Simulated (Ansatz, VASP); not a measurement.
# TiIn2: VASP beside Ansatz, part 2 of 2

One calculation is typed for both programs; each brings its own data sets. How far apart do they land? The cell is generated by rule, not measured, and may not be a known phase. Of the first pair: The two relaxations start from unlike cells of this crystal (the structure described is Ansatz's start), so only their ends are compared.

VASP 6.6.1 and Ansatz 0.2.0.

So far: Set-up; Ansatz: relaxation of cell and atoms, PBEsol, pair 1; VASP: relaxation of cell and atoms, PBEsol, pair 1; Side by side.

**5. VASP: relaxation of cell and atoms, PBEsol, pair 2**

Level of this step: PBEsol; plane waves and PAW (Ti_sv, In_d); invented cell (VASP).

The relaxed volume is the usual yardstick between codes: in a stiff, nearly cubic crystal its relative difference is about their pressure difference at one cell divided by the bulk modulus. This pair takes another cell of the material, with 6 atoms against 3 for the pair before.

The input, INCAR:

```
SYSTEM = TiIn2
PREC = Accurate
ENCUT = 500
EDIFF = 1E-07
NELM = 120
ISMEAR = 1
SIGMA = 0.15
LREAL = .FALSE.
ALGO = Normal
GGA = PS
NBANDS = 47
LASPH = .TRUE.
LORBIT = 11
LWAVE = .FALSE.
LCHARG = .FALSE.
ISIF = 3
IBRION = 2
NSW = 80
EDIFFG = -0.005
GGA_COMPAT = .FALSE.
NELMIN = 4
KPAR = 2
```

The input, POSCAR:

```
TiIn2
1.0
    7.6929390000      0.0000000000      0.0000000000
    0.0000000000      3.0168260000      0.0000000000
    0.0000000000      0.0000000000      5.4426430000
Ti In
2 4
Direct
    0.2500000325      0.0000000000      0.3602749620
    0.7499999675      0.0000000000      0.6397250380
    0.0657557534      0.5000000000      0.7601308776
    0.5657556884      0.5000000000      0.2398691224
    0.9342441166      0.5000000000      0.2398691224
    0.4342441816      0.5000000000      0.7601308776
```

The input, KPOINTS:

```
Automatic mesh
0
Gamma
4 10 6
0 0 0
```

PAW data sets: Ti_sv and In_d (PBE family, release 64).

Started as:

```bash
mpirun -np 2 vasp_std
```

Numbers of over 12 decimals in the logs are rounded to 6 here.

Log:

```text
[banner, memory and clock lines left out]
running    2 mpi-ranks, on    1 nodes
[...]
[... a notice as in an earlier step ...]

 LDA part: xc-table for (Slater+PW92), standard interpolation
 POSCAR, INCAR and KPOINTS ok, starting setup
[...]
entering main loop
       N       E                     dE             d eps       ncg     rms          rms(c)
DAV:   1     0.891625398503E+03    0.89163E+03   -0.36189E+04  6784   0.224E+03
DAV:   2     0.901551050500E+02   -0.80147E+03   -0.78681E+03  6768   0.592E+02
DAV:   3    -0.205141970739E+02   -0.11067E+03   -0.10773E+03  8652   0.224E+02
DAV:   4    -0.315183159187E+02   -0.11004E+02   -0.10816E+02 10497   0.614E+01
[...]
DAV:  13    -0.286364935984E+02   -0.86750E-05   -0.23499E-05  9374   0.323E-02    0.529E-03
DAV:  14    -0.286364933330E+02    0.26543E-06   -0.30661E-06  9692   0.112E-02    0.229E-03
DAV:  15    -0.286364933577E+02   -0.24667E-07   -0.10689E-07  5392   0.231E-03
   1 F= -.28636493E+02 E0= -.28636357E+02  d E =-.286365E+02
[...]
N       E                     dE             d eps       ncg     rms          rms(c)
DAV:   1    -0.286368423357E+02   -0.34900E-03   -0.94346E-03  8146   0.103E+00    0.127E-01
DAV:   2    -0.286365931851E+02    0.24915E-03   -0.14611E-03  8328   0.361E-01    0.503E-02
DAV:   3    -0.286365330572E+02    0.60128E-04   -0.36563E-04  8651   0.136E-01    0.354E-02
DAV:   4    -0.286365062431E+02    0.26814E-04   -0.92769E-05  8520   0.740E-02    0.887E-03
DAV:   5    -0.286365058192E+02    0.42384E-06   -0.23830E-05  9745   0.233E-02    0.102E-02
DAV:   6    -0.286365058188E+02    0.44201E-09   -0.72833E-07  7208   0.544E-03
   2 F= -.28636506E+02 E0= -.28636376E+02  d E =-.124611E-04
 trial-energy change:   -0.000012  1 .order   -0.000017   -0.000025   -0.000010
 step:   1.6848(harm=  1.6848)  dis= 0.00019  next Energy=   -28.636514 (dE=-0.207E-04)
 reached required accuracy - stopping structural energy minimisation
```

Parts of OUTCAR (step 5):

```text
  Total        0.0088507      0.0175655     -0.0126877      0.0000000      0.0000000     -0.0000000
  in kB        0.1122012      0.2226787     -0.1608424      0.0000000      0.0000000     -0.0000000
  external PRESSURE =       0.0580125 kB  Pullay stress =       0.0000000 kB

 POSITION                                       TOTAL-FORCE (eV/Angst)
 -----------------------------------------------------------------------------------
      1.92370      0.00000      1.96071         0.000000      0.000000     -0.000801
      5.77111      0.00000      3.48166         0.000000      0.000000      0.000801
      0.50598      1.50895      4.13681         0.000643     -0.000000     -0.001988
      4.35339      1.50895      1.30557         0.000643      0.000000      0.001988
      7.18883      1.50895      1.30557        -0.000643     -0.000000      0.001988
      3.34143      1.50895      4.13681        -0.000643      0.000000     -0.001988
 -----------------------------------------------------------------------------------
    total drift:                               -0.000560      0.000000      0.000692

  FREE ENERGIE OF THE ION-ELECTRON SYSTEM (eV)
  ---------------------------------------------------
  free  energy   TOTEN  =       -28.6365058188 eV

  energy  without entropy=      -28.6361162606  energy(sigma->0) =      -28.63637597

[... 1 part as in an earlier step ...]

[... 3 further parts left out ...]
[key lines of the parts left out:]
E-fermi :   8.7692
```

The run keeps the 8 symmetry operations of its start, so it cannot find a distortion of lower symmetry.

**6. Ansatz: relaxation of cell and atoms, PBEsol, pair 2**

The same cell, functional, mesh and smearing now go to Ansatz, which takes its cutoff from its data sets.

The cell is taken from a series of runs on this material, whose earlier steps may have relaxed, scaled, displaced or heated it; both programs get it as it stands.

The input, input.yaml:

```yaml
crystal:
  lattice:
    - [7.6929386565, 0.0, 0.0]
    - [0.0, 3.0168257492, 0.0]
    - [0.0, 0.0, 5.4426432095]
  atoms:
    - { symbol: Ti, position: [0.25, 0.0, 0.360275038] }
    - { symbol: Ti, position: [0.75, 0.0, 0.639724962] }
    - { symbol: In, position: [0.0657557781, 0.5, 0.7601308726] }
    - { symbol: In, position: [0.5657557781, 0.5, 0.2398691274] }
    - { symbol: In, position: [0.9342442219, 0.5, 0.2398691274] }
    - { symbol: In, position: [0.4342442219, 0.5, 0.7601308726] }
kpoints:
  mp_grid: { grid: [4, 10, 6] }
hamiltonian:
  xc: pbesol
scf:
  occupations: { method: methfessel_paxton, width: 0.15 }
output:
  forces: true
  stress: true
  eigenvalues: true
relax:
  adjacent_minimum: "off"
  f_tol: 0.001
  max_steps: 60
  cell: { stress_tol: 0.01 }
```

Started as:

```bash
ansatz run input.yaml --threads 8 --pin off --max-ram 14336MiB --backend cpu --events-out ev --progress --plain --runs-dir out
```

Log:

```text
[...]
Crystal: 6 atoms, lattice volume = 126.314 Å³
Basis set: ecut = 420 eV, 2449 PW (Γ), exchange–correlation on 108×48×80 points (8 copies of the dense FFT grid, shifted against one another)
Bands: 46, of which v1, the nominal top of the filled ones, is band 38 counted from 1 (37 counted from 0)
Symmetry: 8 space group operations
[...]
k-points: 72 of 240
[...]
cell:  # Å, volume = 126.3480 Å³
    - [7.691739, 0, 0]
    - [0, 3.016922, 0]
    - [0, 1.2784725885628367e-19, 5.444773]
  atoms:
    - { symbol: Ti, position: [0.25, 0, 0.360539] }
    - { symbol: Ti, position: [0.75, 0, 0.639461] }
    - { symbol: In, position: [0.065697, 0.5, 0.760118] }
    - { symbol: In, position: [0.565697, 0.5, 0.239882] }
    - { symbol: In, position: [0.934303, 0.5, 0.239882] }
    - { symbol: In, position: [0.434303, 0.5, 0.760118] }
[key lines of the parts left out:]
SCF converged after 4 iterations
Free energy (F): -27049.459393 eV
Fermi energy:    12.389526 eV
P = ⅓ Tr σ = -0.0006 GPa (-0.006 kbar)
```

**7. Differences**

Both answers:

```
                                         quantity  Ansatz    VASP  difference
                                      volume (Å³)  126.35  126.38     -0.03 %
edge a after relaxation, in the typed setting (Å)   7.692   7.695     -0.04 %
edge b after relaxation, in the typed setting (Å)   3.017   3.018     -0.03 %
edge c after relaxation, in the typed setting (Å)   5.445   5.442     +0.04 %
```

**8. VASP: relaxation of cell and atoms, PBEsol, pair 3**

The relaxed volume is the usual yardstick between codes: in a stiff, nearly cubic crystal its relative difference is about their pressure difference at one cell divided by the bulk modulus. Its start cell is another than that of the pair before, and may be another structure of the material.

INCAR is that of step 5.

The input, POSCAR:

```
TiIn2
1.0
    0.0000000000      0.0000000000      3.0156750157
    5.4241094626      0.0000000000      0.0000000000
    0.0000000000      7.7096593736      0.0000000000
Ti In
2 4
Direct
    0.0000000000      0.6076495867      0.4999999406
    0.0000000000      0.8923503105      0.0000000000
    0.4999998313      0.0100715073      0.3163587655
    0.4999998313      0.4899283899      0.8163587061
    0.4999998313      0.4899283899      0.1836411751
    0.4999998313      0.0100715073      0.6836412345
```

The input, KPOINTS:

```
Automatic mesh
0
Gamma
10 6 4
0 0 0
```

Started as:

```bash
mpirun -np 2 vasp_std
```

Log:

```text
[... set-up lines as in an earlier step ...]
 entering main loop
       N       E                     dE             d eps       ncg     rms          rms(c)
DAV:   1     0.883889007295E+03    0.88389E+03   -0.35201E+04  6768   0.222E+03
DAV:   2     0.882488268830E+02   -0.79564E+03   -0.78056E+03  6768   0.591E+02
DAV:   3    -0.211176763881E+02   -0.10937E+03   -0.10646E+03  8644   0.223E+02
DAV:   4    -0.316555424995E+02   -0.10538E+02   -0.10366E+02 10465   0.608E+01
[...]
DAV:  13    -0.286363562898E+02   -0.84532E-05   -0.22869E-05  9605   0.315E-02    0.561E-03
DAV:  14    -0.286363562159E+02    0.73922E-07   -0.31371E-06  9802   0.108E-02    0.216E-03
DAV:  15    -0.286363562507E+02   -0.34805E-07   -0.13782E-07  5595   0.257E-03
   1 F= -.28636356E+02 E0= -.28636370E+02  d E =-.286364E+02
[...]
N       E                     dE             d eps       ncg     rms          rms(c)
DAV:   1    -0.286364219051E+02   -0.65689E-04   -0.37816E-03  7303   0.431E-01    0.541E-02
DAV:   2    -0.286363903568E+02    0.31548E-04   -0.31317E-04  9212   0.162E-01    0.296E-02
DAV:   3    -0.286363704102E+02    0.19947E-04   -0.38217E-05 10316   0.529E-02    0.115E-02
DAV:   4    -0.286363686602E+02    0.17500E-05   -0.15097E-05  9685   0.275E-02    0.697E-03
DAV:   5    -0.286363683375E+02    0.32273E-06   -0.27039E-06  8392   0.116E-02    0.405E-03
DAV:   6    -0.286363684767E+02   -0.13925E-06   -0.30850E-07  6284   0.538E-03    0.986E-04
DAV:   7    -0.286363684696E+02    0.70704E-08   -0.10341E-07  4427   0.335E-03
   2 F= -.28636368E+02 E0= -.28636370E+02  d E =-.122190E-04
 trial-energy change:   -0.000012  1 .order   -0.000012   -0.000020   -0.000004
 step:   1.2290(harm=  1.2290)  dis= 0.00029  next Energy=   -28.636369 (dE=-0.124E-04)
 reached required accuracy - stopping structural energy minimisation
```

OUTCAR, selected parts (step 8):

```text
  Total        0.0138616      0.0038186      0.0098338      0.0000000      0.0000000      0.0000000
  in kB        0.1761152      0.0485165      0.1249403      0.0000000      0.0000000      0.0000000
  external PRESSURE =       0.1165240 kB  Pullay stress =       0.0000000 kB

 POSITION                                       TOTAL-FORCE (eV/Angst)
 -----------------------------------------------------------------------------------
      3.29679      3.85378      3.01570         0.003303      0.000000      0.000000
      4.84113      0.00000      3.01570        -0.003303      0.000000      0.000000
      0.05441      2.43837      1.50785        -0.001200     -0.003047      0.000000
      2.65823      6.29215      1.50785         0.001200     -0.003047     -0.000000
      2.65823      1.41541      1.50785         0.001200      0.003047     -0.000000
      0.05441      5.26919      1.50785        -0.001200      0.003047      0.000000
 -----------------------------------------------------------------------------------
    total drift:                               -0.000632      0.001077      0.000688

  FREE ENERGIE OF THE ION-ELECTRON SYSTEM (eV)
  ---------------------------------------------------
  free  energy   TOTEN  =       -28.6363684696 eV

  energy  without entropy=      -28.6363745336  energy(sigma->0) =      -28.63637049

[... 2 parts as in an earlier step ...]

[... 2 further parts left out ...]
[key lines of the parts left out:]
E-fermi :   8.8004
```

**9. Ansatz: relaxation of cell and atoms, PBEsol, pair 3**

Its own start cell and the same functional, mesh and smearing now go to Ansatz, which takes its cutoff from its data sets.

The two relaxations start from unlike cells of this crystal (the structure described is Ansatz's start), so only their ends are compared.

The input, input.yaml:

```yaml
crystal:
  lattice:
    - [0.0, 0.0, 2.9644665336]
    - [4.8611268095, 0.0, 0.0]
    - [0.0, 8.4197186161, 0.0]
  atoms:
    - { symbol: Ti, position: [0.0, 0.5452569967, 0.5] }
    - { symbol: Ti, position: [0.0, -0.0452569967, 0.0] }
    - { symbol: In, position: [0.5, 0.0064324569, 0.3333333333] }
    - { symbol: In, position: [0.5, 0.4935675431, 0.8333333333] }
    - { symbol: In, position: [0.5, 0.4935675431, 0.1666666667] }
    - { symbol: In, position: [0.5, 1.0064324569, 0.6666666667] }
kpoints:
  mp_grid: { grid: [10, 6, 4] }
hamiltonian:
  xc: pbesol
scf:
  occupations: { method: methfessel_paxton, width: 0.15 }
output:
  forces: true
  stress: true
  eigenvalues: true
relax:
  adjacent_minimum: "off"
  f_tol: 0.002
  max_steps: 120
  cell: { stress_tol: 0.03 }
```

Started as:

```bash
ansatz run input.yaml --threads 8 --pin off --max-ram 14336MiB --backend cpu --events-out ev --progress --plain --runs-dir out
```

Log:

```text
[...]
Crystal: 6 atoms, lattice volume = 121.334 Å³
Basis set: ecut = 420 eV, 2349 PW (Γ), exchange–correlation on 40×72×120 points (8 copies of the dense FFT grid, shifted against one another)
Bands: 46, of which v1, the nominal top of the filled ones, is band 38 counted from 1 (37 counted from 0)
Symmetry: 8 space group operations
[...]
k-points: 72 of 240
[...]
cell:  # Å, volume = 126.3143 Å³
    - [0, 0, 3.016826]
    - [5.442643, 0, 0]
    - [0, 7.692939, 0]
  atoms:
    - { symbol: Ti, position: [0, 0.610275, 0.500000] }
    - { symbol: Ti, position: [0, -0.110275, 1.883252575956652e-19] }
    - { symbol: In, position: [0.5, 0.010131, 0.315756] }
    - { symbol: In, position: [0.5, 0.489869, 0.815756] }
    - { symbol: In, position: [0.5, 0.489869, 0.184244] }
    - { symbol: In, position: [0.5, 1.010131, 0.684244] }
[key lines of the parts left out:]
SCF converged after 4 iterations
Free energy (F): -27049.459390 eV
Fermi energy:    12.394289 eV
P = ⅓ Tr σ = 0.0040 GPa (0.040 kbar)
```

**10. Differences**

Compared:

```
                                         quantity  Ansatz    VASP  difference
                                      volume (Å³)  126.31  126.10     +0.17 %
edge a after relaxation, in the typed setting (Å)   3.017   3.016     +0.04 %
edge b after relaxation, in the typed setting (Å)   5.443   5.425     +0.32 %
edge c after relaxation, in the typed setting (Å)   7.693   7.708     -0.19 %
```

**11. Outcome**

```yaml
difference_in_volume_relaxation_of_cell_and_atoms_pbesol_pair_1: -0.18 %
difference_in_edge_c_after_relaxation_in_the_typed_setting_relaxation_of_cell_and_atoms_pbesol_pair_2: 0.044 %
difference_in_edge_b_after_relaxation_in_the_typed_setting_relaxation_of_cell_and_atoms_pbesol_pair_3: 0.32 %
```

The difference in edge b after relaxation, in the typed setting is 0.32 % (relaxation of cell and atoms, PBEsol, pair 3), within the 1.2 % picked in this series as the mark of a large difference, as far as the stopping tolerances let one tell. 2 further runs of this series are not shown here. Such differences can come from data sets, numerical settings and the points named under the comparisons, not from the functional's error against experiment.

[Lines on the potential files, build, host, timing and source positions are cut from VASP's logs without a mark.]

[Logs are printed without paths, hosts, clocks, repeated set-up lines and the standing remarks that a program may print on its own settings, such as how far it seeks lower states.]

[Hosts, paths, dates, database ids (printed as entryN), source tags and the programs' standing remarks are cut or masked in the printed files.]
